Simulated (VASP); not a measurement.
Energy against volume of CdS (zinc blende). Method: rev-vdW-DF2, VASP's PBE PAW potentials (set 64) (plane waves; VASP). Settings: 520 eV cut-off, 8×8×8 Γ-centred mesh, Gaussian smearing of 0.050 eV, potentials Cd S.

| V (Å³/atom) | E (eV/atom) |
|---|---|
| 24.807 | -0.96616 |
| 25.575 | -0.97068 |
| 26.342 | -0.96700 |
| 27.109 | -0.95638 |

**Question.** Fit these four points and predict the energy of the run at 24.040 Å³/atom.

**Answer.** A cubic in V^(−2/3), the third-order Birch-Murnaghan form, passes through the four points with V0 = 25.59 Å³/atom and B0 = 57 GPa, and gives -0.9520 eV/atom there. The run gave -0.9519 eV/atom, +0.1 meV/atom from the fit; all five points give B0 = 57 GPa.

The compound is CdS in the zinc blende structure, a metastable form; wurtzite is the usual one. It was relaxed first.
